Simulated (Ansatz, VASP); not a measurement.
# Cross-check of Tl3VSe4 between VASP and Ansatz

One calculation is typed for both programs; each brings its own data sets and cutoff. How far apart do they land?

Method: plane waves, with VASP 6.6.1 beside it; relaxation of cell and atoms at PBEsol, in Ansatz 0.2.0.

**1. Set-up**

Symmetry: I-43m, No. 217, cubic system. Conventional cell: a = 7.641 Å, b = 7.641 Å, c = 7.641 Å, α = 90.00°, β = 90.00°, γ = 90.00°. Tl has 4 Se at 3.12 Å nearest. Se has 1 V at 2.28 Å and 3 Tl at 3.12 Å nearest. Nearest to V lie 4 Se at 2.28 Å. Farther neighbours and most contacts between anions are not listed.

**2. VASP: relaxation of cell and atoms, PBEsol**

The relaxed volume is the usual yardstick between codes: its relative difference is about their pressure difference at one cell divided by the bulk modulus.

Lines of VASP's logs that name or quote its potential files are left out, and so is its time.

Input file INCAR:

```
SYSTEM = Tl3VSe4
PREC = Accurate
ENCUT = 350
EDIFF = 1E-08
NELM = 120
ISMEAR = 0
SIGMA = 0.05
LREAL = .FALSE.
ALGO = Fast
GGA = PS
NBANDS = 51
ISPIN = 2
MAGMOM = 0 0 0 0 0 0 0 2
LMAXMIX = 4
LORBIT = 11
LWAVE = .FALSE.
LCHARG = .FALSE.
KPAR = 4
IBRION = 1
NSW = 30
ISIF = 3
EDIFFG = -0.002
POTIM = 0.4
```

Input file POSCAR:

```
Tl3VSe4
1.0
   -3.8204635163      3.8204635163      3.8204635163
    3.8204635163     -3.8204635163      3.8204635163
    3.8204635163      3.8204635163     -3.8204635163
Tl Se V
3 4 1
Direct
    0.0000000000      0.5000000000      0.5000000000
    0.5000000000      0.0000000000      0.5000000000
    0.5000000000      0.5000000000      0.0000000000
    0.0000000000      0.0000000000      0.3439572039
    0.0000000000      0.3439572039      0.0000000000
    0.3439572039      0.0000000000      0.0000000000
    0.6560427961      0.6560427961      0.6560427961
    0.0000000000      0.0000000000      0.0000000000
```

Input file KPOINTS:

```
Automatic mesh
0
Gamma
5 5 5
0 0 0
```

PAW data sets: Tl_d, Se and V_sv (PBE family, release 64).

The run is started by

```bash
$ mpirun -np 4 vasp_std
```

Numbers of over 12 decimals in the logs are rounded to 6 here.

The program printed:

```text
[banner, memory and clock lines left out]
running    4 mpi-ranks, on    1 nodes
 distrk:  each k-point on    1 cores,    4 groups
 distr:  one band on    1 cores,    1 groups

 POSCAR found type information on POSCAR TlSeV
 POSCAR found :  3 types and       8 ions
|                                                                             |
|               ----> ADVICE to this user running VASP <----                  |
|                                                                             |
|     You enforced a specific xc type in the INCAR file but a different       |
|     [... a line on the potential file left out ...]
|     I HOPE YOU KNOW WHAT YOU ARE DOING!                                     |
|                                                                             |

 LDA part: xc-table for (Slater+PW92), standard interpolation
 POSCAR, INCAR and KPOINTS ok, starting setup
 FFT: planning ... GRIDC
 FFT: planning ... GRID_SOFT
 FFT: planning ... GRID
 WAVECAR not read
 entering main loop
       N       E                     dE             d eps       ncg     rms          rms(c)
DAV:   1     0.412844278560E+03    0.41284E+03   -0.29842E+04  2248   0.101E+03
DAV:   2    -0.137456342758E+02   -0.42659E+03   -0.40695E+03  2277   0.270E+02
DAV:   3    -0.396158074528E+02   -0.25870E+02   -0.25395E+02  2346   0.598E+01
DAV:   4    -0.400560279834E+02   -0.44022E+00   -0.43910E+00  2266   0.754E+00
DAV:   5    -0.400612880421E+02   -0.52601E-02   -0.52590E-02  2573   0.863E-01    0.252E+01
RMM:   6    -0.472211965215E+02   -0.71599E+01   -0.59539E+01  2040   0.269E+01    0.294E+01
RMM:   7    -0.376040798838E+02    0.96171E+01   -0.10913E+01  2040   0.137E+01    0.125E+01
RMM:   8    -0.368199050640E+02    0.78417E+00   -0.12203E+00  2040   0.445E+00    0.469E+00
RMM:   9    -0.368090799230E+02    0.10825E-01   -0.30429E-01  2040   0.168E+00    0.190E+00
RMM:  10    -0.368062950410E+02    0.27849E-02   -0.43383E-02  2041   0.682E-01    0.869E-01
RMM:  11    -0.368058196595E+02    0.47538E-03   -0.12527E-02  2046   0.422E-01    0.320E-01
RMM:  12    -0.368058204687E+02   -0.80921E-06   -0.25538E-03  2050   0.192E-01    0.123E-01
RMM:  13    -0.368058905091E+02   -0.70040E-04   -0.62423E-04  2045   0.851E-02    0.700E-02
RMM:  14    -0.368058942885E+02   -0.37794E-05   -0.13232E-04  2078   0.382E-02    0.302E-02
RMM:  15    -0.368058957234E+02   -0.14348E-05   -0.26007E-05  2062   0.176E-02    0.136E-02
RMM:  16    -0.368058965881E+02   -0.86479E-06   -0.62371E-06  2078   0.104E-02    0.470E-03
RMM:  17    -0.368058967122E+02   -0.12404E-06   -0.14463E-06  2080   0.408E-03    0.129E-03
RMM:  18    -0.368058966699E+02    0.42297E-07   -0.31722E-07  1872   0.186E-03    0.583E-04
RMM:  19    -0.368058966483E+02    0.21612E-07   -0.52076E-08  1582   0.799E-04    0.236E-04
RMM:  20    -0.368058966418E+02    0.65211E-08   -0.10388E-08  1325   0.367E-04
   1 F= -.36805897E+02 E0= -.36805897E+02  d E =-.368059E+02  mag=    -0.0000
[...]
2 F= -.36805966E+02 E0= -.36805966E+02  d E =-.698341E-04  mag=     0.0000
[...]
3 F= -.36805989E+02 E0= -.36805989E+02  d E =-.221388E-04  mag=    -0.0000
[...]
4 F= -.36805993E+02 E0= -.36805993E+02  d E =-.488114E-05  mag=     0.0000
 BRION: g(F)=  0.530E-05 g(S)=  0.525E-05 retain N=  1 mean eig= 1.91
 eig:   1.912
 bond charge predicted
       N       E                     dE             d eps       ncg     rms          rms(c)
DAV:   1    -0.368063260474E+02   -0.33255E-03   -0.57655E-03  2067   0.418E-01    0.154E-01
RMM:   2    -0.368073451074E+02   -0.10191E-02   -0.24622E-03  2040   0.219E-01    0.360E-01
RMM:   3    -0.368060224610E+02    0.13226E-02   -0.10046E-03  2040   0.144E-01    0.301E-02
RMM:   4    -0.368060072256E+02    0.15235E-04   -0.11041E-04  2040   0.428E-02    0.195E-02
RMM:   5    -0.368060085934E+02   -0.13678E-05   -0.12475E-05  2040   0.142E-02    0.790E-03
RMM:   6    -0.368060091426E+02   -0.54916E-06   -0.27412E-06  2128   0.641E-03    0.327E-03
RMM:   7    -0.368060092706E+02   -0.12806E-06   -0.41018E-07  1975   0.233E-03    0.790E-04
RMM:   8    -0.368060091965E+02    0.74161E-07   -0.10795E-07  1637   0.113E-03    0.425E-04
RMM:   9    -0.368060091633E+02    0.33187E-07   -0.16187E-08  1367   0.490E-04    0.893E-05
RMM:  10    -0.368060091661E+02   -0.28267E-08   -0.34272E-09   983   0.210E-04
   5 F= -.36806009E+02 E0= -.36806009E+02  d E =-.156703E-04  mag=     0.0000
 BRION: g(F)=  0.400E-06 g(S)=  0.129E-05 retain N=  1 mean eig= 3.85
 eig:   3.850
 reached required accuracy - stopping structural energy minimisation
```

From OUTCAR (step 2):

```text
ion  position               nearest neighbor table
   1  0.000  0.500  0.500-   7 3.12   6 3.12   5 3.12   4 3.12   2 3.82   3 3.82   3 3.82   2 3.82

  LATTYP: Found a body centered cubic cell.
 ALAT       =     7.6409270326

 Subroutine GETGRP returns: Found 24 space group operations
 (whereof 24 operations were pure point group operations)

The static configuration has the point symmetry T_d .

 Found     10 irreducible k-points:

   k-points           NKPTS =     10   k-points in BZ     NKDIM =     10   number of bands    NBANDS=     51

   dimension x,y,z NGX =    40 NGY =   40 NGZ =   40
   dimension x,y,z NGXF=    80 NGYF=   80 NGZF=   80

   ENCUT  =  350.0 eV  25.72 Ry    5.07 a.u.  10.09 10.09 10.09*2*pi/ulx,y,z

   NELECT =      76.0000    total number of electrons

 k-points in reciprocal lattice and weights: Automatic mesh
   0.00000000  0.00000000  0.00000000       0.008
   0.20000000  0.00000000  0.00000000       0.096
   0.40000000  0.00000000  0.00000000       0.096
   0.20000000  0.20000000  0.00000000       0.192
   0.40000000  0.20000000 -0.00000000       0.192
   0.20000000  0.20000000  0.20000000       0.064
  -0.20000000  0.20000000  0.20000000       0.048
  -0.40000000  0.40000000  0.20000000       0.192
  -0.40000000 -0.40000000  0.20000000       0.064
  -0.40000000  0.40000000  0.40000000       0.048

 average (electrostatic) potential at core
       1 -84.9383       2 -84.9383       3 -84.9383       4 -53.9296       5 -53.9296
       6 -53.9296       7 -53.9296       8 -76.7829

 E-fermi :   3.2753

 spin component 1
 k-point     1 :       0.0000    0.0000    0.0000
  band No.  band energies     occupation
    ...
     34       1.5460      1.00000
     35       1.5460      1.00000
     36       1.5460      1.00000
     37       2.4179      1.00000
     38       2.4179      1.00000
     39       5.3269      0.00000
     40       5.3269      0.00000
     41       5.3289      0.00000
     42       5.3289      0.00000
     43       5.3289      0.00000
    ...

 k-point     2 :       0.2000    0.0000    0.0000
  band No.  band energies     occupation
    ...
     34       1.5524      1.00000
     35       1.6214      1.00000
     36       1.7593      1.00000
     37       2.4793      1.00000
     38       2.5010      1.00000
     39       4.8871      0.00000
     40       5.1130      0.00000
     41       5.4344      0.00000
     42       5.4725      0.00000
     43       5.7113      0.00000
    ...

 k-point     3 :       0.4000    0.0000    0.0000
  band No.  band energies     occupation
    ...
     34       2.0520      1.00000
     35       2.1102      1.00000
     36       2.4985      1.00000
     37       2.6264      1.00000
     38       2.9398      1.00000
     39       4.5950      0.00000
     40       4.8824      0.00000
     41       4.9298      0.00000
     42       5.5924      0.00000
     43       5.9037      0.00000
    ...

 k-point     4 :       0.2000    0.2000    0.0000
  band No.  band energies     occupation
    ...
     34       1.8018      1.00000
     35       2.1752      1.00000
     36       2.1824      1.00000
     37       2.6701      1.00000
     38       2.7222      1.00000
     39       4.6750      0.00000
     40       4.9110      0.00000
     41       5.2677      0.00000
     42       5.4920      0.00000
     43       5.8596      0.00000
    ...

 k-point     5 :       0.4000    0.2000   -0.0000
  band No.  band energies     occupation
    ...
     34       2.1709      1.00000
     35       2.2986      1.00000
     36       2.5971      1.00000
     37       2.6232      1.00000
     38       2.9470      1.00000
     39       4.6531      0.00000
     40       4.8368      0.00000
     41       5.0816      0.00000
     42       5.5248      0.00000
     43       5.7920      0.00000
    ...

 k-point     6 :       0.2000    0.2000    0.2000
  band No.  band energies     occupation
    ...
     34       2.2325      1.00000
     35       2.2325      1.00000
     36       2.5808      1.00000
     37       2.6142      1.00000
     38       2.6142      1.00000
     39       4.6911      0.00000
     40       4.6911      0.00000
     41       5.4351      0.00000
     42       5.4351      0.00000
     43       5.7159      0.00000
    ...

  Total       -0.0094370     -0.0094370     -0.0094370     -0.0000000     -0.0000000      0.0000000
  in kB       -0.0679282     -0.0679282     -0.0679282     -0.0000000     -0.0000000      0.0000000
  external PRESSURE =      -0.0679282 kB  Pullay stress =       0.0000000 kB

  energy-cutoff  :      350.00
  volume of cell :      222.58
      direct lattice vectors                 reciprocal lattice vectors
    -3.817779135  3.817779135  3.817779135     0.000000000  0.130966193  0.130966193
     3.817779135 -3.817779135  3.817779135     0.130966193  0.000000000  0.130966193
     3.817779135  3.817779135 -3.817779135     0.130966193  0.130966193  0.000000000

 POSITION                                       TOTAL-FORCE (eV/Angst)
 -----------------------------------------------------------------------------------
      3.81778      0.00000      0.00000         0.000000     -0.000000     -0.000000
      0.00000      3.81778      0.00000         0.000000     -0.000000     -0.000000
     -0.00000     -0.00000      3.81778         0.000000     -0.000000     -0.000000
      1.31386      1.31386     -1.31386         0.000929      0.000929     -0.000929
      1.31386     -1.31386      1.31386         0.000929     -0.000929      0.000929
     -1.31386      1.31386      1.31386        -0.000929      0.000929      0.000929
      2.50392      2.50392      2.50392        -0.000929     -0.000929     -0.000929
     -0.00000      0.00000      0.00000         0.000000     -0.000000     -0.000000
 -----------------------------------------------------------------------------------
    total drift:                               -0.000003     -0.000003     -0.000016

  FREE ENERGIE OF THE ION-ELECTRON SYSTEM (eV)
  ---------------------------------------------------
  free  energy   TOTEN  =       -36.8060091661 eV

  energy  without entropy=      -36.8060091661  energy(sigma->0) =      -36.80600917

 reached required accuracy - stopping structural energy minimisation

 total charge
# of ion       s       p       d       tot
------------------------------------------
    1        1.255   0.223   9.664  11.141
    2        1.255   0.223   9.664  11.141
    3        1.255   0.223   9.664  11.141
    4        1.477   2.333   0.025   3.836
    5        1.477   2.333   0.025   3.836
    6        1.477   2.333   0.025   3.836
    7        1.477   2.333   0.025   3.836
    8        2.319   6.233   3.122  11.674
--------------------------------------------------
tot         11.993  16.235  32.213  60.441

 magnetization (x)
# of ion       s       p       d       tot
------------------------------------------
    1       -0.000  -0.000   0.000   0.000
    2       -0.000  -0.000   0.000   0.000
    3       -0.000  -0.000   0.000   0.000
    4        0.000  -0.000   0.000  -0.000
    5        0.000  -0.000   0.000  -0.000
    6        0.000  -0.000   0.000  -0.000
    7        0.000  -0.000   0.000  -0.000
    8       -0.000   0.000   0.000   0.000
--------------------------------------------------
tot         -0.000  -0.000   0.000   0.000

[... 1 further part left out ...]
```

The moments of VASP's start collapse, so its state is non-magnetic. LASPH is off, so gradient terms of the non-spherical density inside the spheres are left out; for open d or f shells this can shift gaps and moments.

(Part 1 of 2 ends here.)

[Lines on the potential files, build, host, timing and source positions are cut from VASP's logs without a mark.]

[Logs are printed without paths, hosts, clocks, repeated set-up lines and the standing remarks that a program may print on its own settings, such as how far it seeks lower states.]

[Hosts, paths, dates, database ids (printed as entryN), source tags and the programs' standing remarks are cut or masked in the printed files.]
